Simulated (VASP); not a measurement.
# Gap of C (Diamond), level by level, part 6 of 6

Aim: the band gap of C (Diamond) at many levels of theory on one cell, with the cost of each. LASPH is on for some levels and off for others; the table marks which. The start is a cell from a database of measured crystal structures.

VASP 6.6.1, plane waves and PAW; the level of theory is named at each step.

So far, least gap on mesh and path (eV): step 2 (bands, level LDA) 4.10; step 9 (bands, level HSE06) 5.33; step 10 (bands, level B3LYP) 6.04; step 12 (bands, level r2SCAN-EpsX, ε∞ used 5.824) 5.59; step 13 (bands, level HSE03) 5.08.

## 14. Bands with r2SCANh

This step: r2SCANh; plane waves and PAW (C) (VASP 6.6.1).

r2SCANh replaces a tenth of the r2SCAN exchange by exact exchange. A prediction first. If the gap is linear in the share of exact exchange, r2SCAN (4.32 eV at 0) and r2SCAN-EpsX (5.59 eV at 0.172) give a slope of 7.39 eV per unit share, so a share of 0.100 should give 5.06 eV.

File INCAR:

```
SYSTEM = C
PREC = Accurate
ENCUT = 520
EDIFF = 1E-06
NELM = 100
ISMEAR = 0
SIGMA = 0.02
LREAL = .FALSE.
ALGO = Normal
LHFCALC = .TRUE.
AEXX = 0.1
METAGGA = R2SCAN
LASPH = .TRUE.
NBANDS = 10
PRECFOCK = Fast
HFRCUT = -1
LORBIT = 11
LWAVE = .FALSE.
LCHARG = .FALSE.
KPAR = 4
```

File POSCAR:

```
C
1.0
    0.0000000000      1.7833700000      1.7833700000
    1.7833700000      0.0000000000      1.7833700000
    1.7833700000      1.7833700000      0.0000000000
C
2
Direct
    0.0000000000      0.0000000000      0.0000000000
    0.2500000000      0.2500000000      0.2500000000
```

File KPOINTS:

```
Automatic mesh
0
Gamma
7 7 7
0 0 0
```

File KPOINTS_OPT:

```
Line mode
6
Line-mode
Reciprocal
  0.00000000   0.00000000   0.00000000 GAMMA
  0.50000000   0.00000000   0.50000000 X

  0.50000000   0.00000000   0.50000000 X
  0.50000000   0.25000000   0.75000000 W

  0.50000000   0.25000000   0.75000000 W
  0.37500000   0.37500000   0.75000000 K

  0.37500000   0.37500000   0.75000000 K
  0.00000000   0.00000000   0.00000000 GAMMA

  0.00000000   0.00000000   0.00000000 GAMMA
  0.50000000   0.50000000   0.50000000 L

  0.50000000   0.50000000   0.50000000 L
  0.62500000   0.25000000   0.62500000 U

  0.62500000   0.25000000   0.62500000 U
  0.50000000   0.25000000   0.75000000 W

  0.50000000   0.25000000   0.75000000 W
  0.50000000   0.50000000   0.50000000 L

  0.50000000   0.50000000   0.50000000 L
  0.37500000   0.37500000   0.75000000 K

  0.62500000   0.25000000   0.62500000 U
  0.50000000   0.00000000   0.50000000 X
```

PAW data sets: C (PBE family, release 64).

Launch:

```sh
mpirun -np 4 vasp_std
```

Numbers of over 12 decimals in the logs are rounded to 6 here.

Log:

```text
[... set-up lines as in an earlier step ...]
 entering main loop
       N       E                     dE             d eps       ncg     rms          rms(c)
DAV:   1    -0.210537005748E+02   -0.21054E+02   -0.34288E-01   410   0.554E+00    0.854E-01
DAV:   2    -0.210539525156E+02   -0.25194E-03   -0.21852E-03   426   0.413E-01    0.498E-01
DAV:   3    -0.210539376537E+02    0.14862E-04   -0.10144E-04   422   0.876E-02    0.304E-01
DAV:   4    -0.210539479615E+02   -0.10308E-04   -0.22224E-05   414   0.421E-02    0.188E-01
DAV:   5    -0.210539546241E+02   -0.66626E-05   -0.60231E-06   444   0.223E-02    0.116E-01
DAV:   6    -0.210539581307E+02   -0.35065E-05   -0.16989E-06   426   0.122E-02    0.718E-02
DAV:   7    -0.210539598592E+02   -0.17286E-05   -0.47047E-07   216   0.678E-03    0.443E-02
DAV:   8    -0.210539607065E+02   -0.84726E-06   -0.18293E-07   230   0.463E-03
   1 F= -.21053961E+02 E0= -.21053961E+02  d E =-.407503E-55
 Start KPOINTS_OPT (optional k-point list driver)
k-point batch [1-20\60]
       N       E                     dE             ncg
DAV:   1     0.288282607779E+03   -0.83693E+04      400
DAV:   2    -0.108449153783E+03   -0.39673E+03      516
DAV:   3    -0.121904629525E+03   -0.13455E+02      496
DAV:   4    -0.121983589897E+03   -0.78960E-01      434
DAV:   5    -0.121983910961E+03   -0.32106E-03      450
DAV:   6    -0.121983911150E+03   -0.18922E-06      442
[...]
k-point batch [41-60\60]
       N       E                     dE             ncg
DAV:   1     0.195621846740E+03   -0.88215E+04      416
DAV:   2    -0.168439849060E+03   -0.36406E+03      514
DAV:   3    -0.176150877282E+03   -0.77110E+01      484
DAV:   4    -0.176186392278E+03   -0.35515E-01      472
DAV:   5    -0.176186435158E+03   -0.42879E-04      466
DAV:   6    -0.176186435199E+03   -0.40935E-07      482
```

The job ended after 4.4 min (4 MPI ranks of AMD EPYC 7R43, shared host; peak memory 0.42 GiB; 18 min of CPU time).

From OUTCAR (step 14):

```text
  FREE ENERGIE OF THE ION-ELECTRON SYSTEM (eV)
  ---------------------------------------------------
  free  energy   TOTEN  =       -21.0539607065 eV

  energy  without entropy=      -21.0539607065  energy(sigma->0) =      -21.05396071

[... 3 parts as in an earlier step ...]

[... 1 further part left out ...]
[key lines of the parts left out:]
E-fermi :   9.5596
```

The electronic bands at the labelled points (eV, zero at the valence-band top; v1 is the highest filled band, c1 the lowest empty one):

```
          point      v3      v2     v1     c1     c2     c3
              Γ    0.00    0.00   0.00   6.61   6.61   6.61
0.40 of the way   -3.52   -3.52  -3.47   5.67  11.50  11.50
              X  -14.02   -6.86  -6.86   5.71   5.71  18.96
0.40 of the way  -13.79   -7.60  -7.60   7.22   7.22  18.07
              W  -13.22   -8.98  -8.98  12.07  12.07  13.87
0.40 of the way  -12.84   -9.64  -7.58   9.34  12.30  14.83
              K  -12.90  -10.03  -5.85   6.69  12.17  16.24
0.60 of the way   -5.54   -4.55  -1.22   8.43   9.76  10.12
              Γ    0.00    0.00   0.00   6.61   6.61   6.61
0.40 of the way   -5.36   -1.45  -1.45   8.49   8.49   8.90
              L  -14.48   -3.08  -3.08   9.71   9.71   9.96
0.40 of the way  -13.95   -5.41  -3.93   8.70  11.49  12.19
              U  -12.90  -10.03  -5.85   6.69  12.17  16.24
0.60 of the way  -12.84   -9.64  -7.58   9.34  12.30  14.83
              W  -13.22   -8.98  -8.98  12.07  12.07  13.87
0.60 of the way  -13.79   -5.86  -4.41   9.44  10.41  13.44
              L  -14.48   -3.08  -3.08   9.71   9.71   9.96
0.60 of the way  -13.35   -7.48  -4.67   7.88  13.23  14.25
              K  -12.90  -10.03  -5.85   6.69  12.17  16.24
      jump to U  -12.90  -10.03  -5.85   6.69  12.17  16.24
0.60 of the way  -13.84   -7.77  -6.69   5.87   7.07  18.45
              X  -14.02   -6.86  -6.86   5.71   5.71  18.96
```

The electronic bands as a text plot (rows in eV, shown from -8.0 to 6.6 only):

```
    6.3 |+++      +              ++                           + +
    5.7 |   +    +                                             ++
    5.1 |    ++++
    4.5 |
    3.9 |
    3.3 |
    2.7 |
    2.0 |
    1.4 |
    0.8 |
    0.2 |*                       **
   -0.4 |                       *  **
   -1.0 | **                  **
   -1.6 | **                    *  ***
   -2.2 |                       *     **
   -2.8 |                   **          ***             *
   -3.4 |   *                              *           * *
   -4.0 |                                  **          * **
   -4.7 |                 **  **             *       **    *
   -5.3 |    **               **     *      * *           * *
   -5.9 |               **                     *    ***      *
   -6.5 |    ****                               *             **
   -7.1 |        **                                             *
   -7.7 |          *   *    **               *     **      *   *
         Γ       X    W  K        Γ      L     U  W     L   K|U X
```

The gap is 5.08 eV, indirect, from Γ to a point between the labelled ones. Against LDA that is +0.98 eV; this run took 24 times the core time, on fewer points of the path. The straight line predicted 5.06 eV, which is -0.02 eV off.

## 15. The ladder as a table

This step: ladder of functionals on one cell; plane waves and PAW (VASP 6.6.1).

This step runs nothing: it gathers the runs above.

A gap of 0 means none; cost is the wall time of each run, as given at its step, times its ranks, without the set-up around it; LASPH differs between rows, which moves results and costs too. Results by level, by row:

```
      level  gap (eV)  least direct gap (eV)  pressure (GPa)  cost (core minutes)  LASPH
        LDA       4.1                  5.545           -10.7                0.747    off
        PBE     4.128                   5.59            2.48                0.787    off
     r2SCAN      4.32                  5.835           -1.28                  2.8     on
     TB-mBJ     4.948                  6.623               -                  1.4     on
       TPSS     4.165                  5.818            1.84                 3.47     on
       BLYP     4.448                  5.743           11.76                 0.96    off
      HSE06     5.333                  6.993               -                   21     on
      B3LYP     6.038                  7.443               -                 18.6     on
r2SCAN-EpsX     5.591                  7.177               -                 17.9     on
      HSE03     5.083                  6.746               -                 20.7     on
    r2SCANh     5.076                   6.61               -                 17.6     on
```

## 16. Outcome

```yaml
gap_lda: 4.10 eV
gap_pbe: 4.13 eV
gap_r2scan: 4.32 eV
gap_tb_mbj: 4.95 eV
gap_tpss: 4.17 eV
gap_blyp: 4.45 eV
gap_hse06: 5.33 eV
gap_b3lyp: 6.04 eV
gap_r2scan_epsx: 5.59 eV
gap_hse03: 5.08 eV
gap_r2scanh: 5.08 eV
```

**Reading.** For C (Diamond) the functional decides between a gap of 4.10 eV (LDA) and 6.04 eV (B3LYP), while across these levels the cost spans a factor of 28. HSE06 moves the gap by +1.21 eV from PBE, at about 27 times the core time, though on fewer points of the path. On r2SCAN the gap grows with the share of exact exchange: 4.32 eV at none, 5.08 eV at 0.10, 5.59 eV at 0.17. TB-mBJ lands -0.39 eV from HSE06 at 6.7 % of its cost. All levels use one geometry and one mesh, kept coarse to afford the hybrids, so no gap here is fully converged. Costs come from a shared host, and the hybrids use PRECFOCK = Fast. These are single-particle gaps of a static lattice, without excitons or temperature. LASPH is on for some levels and off for others, so differences between them are not the functional's alone.

[Lines on the potential files, build, host, timing and source positions are cut from VASP's logs without a mark.]

[Logs are printed without paths, hosts, clocks, repeated set-up lines and the standing remarks that a program may print on its own settings, such as how far it seeks lower states.]

[Hosts, paths, dates, database ids (printed as entryN), source tags and the programs' standing remarks are cut or masked in the printed files.]

[A measured line is paired with the nearest computed mode of its activity, which favours agreement.]
